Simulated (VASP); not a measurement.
SiCl4, 5 atoms in the cell. The cell holds a molecule in a box, 5 atoms: a = 13.639 Å, b = 14.139 Å, c = 14.639 Å, α = 90.00°, β = 90.00°, γ = 90.00°. 

- Program: VASP 6.6.1
- Task: single point
- Functional: optB86b-vdW
- Potentials or basis: VASP PAW PBE potentials, release 64 (Si, Cl)
- Cutoff: 400 eV
- k mesh: 1 × 1 × 1
- Occupations: gaussian, width 0.005 eV
- Spin: no spin polarisation
- Further INCAR settings: ALGO = Fast; EDIFF = 1e-07; NBANDS = 24; ISYM = 0

Potentials or basis: VASP PAW PBE potentials, release 64 (Si, Cl).

Command:

```bash
$ cat potpaw_PBE.64/Si/POTCAR potpaw_PBE.64/Cl/POTCAR > POTCAR
$ mpirun -np 4 vasp_gam > vasp.out
```

Hardware: 4 MPI ranks on Intel(R) Xeon(R) Platinum 8559C (Emerald Rapids), with other jobs on the host.

Problem. Estimate the wall time of this run.

Solution. It took 11 min on 4 MPI ranks on Intel(R) Xeon(R) Platinum 8559C (Emerald Rapids), on a shared host, peak memory 1.4 GiB a rank. Counts: scf iterations 28, k points 1.
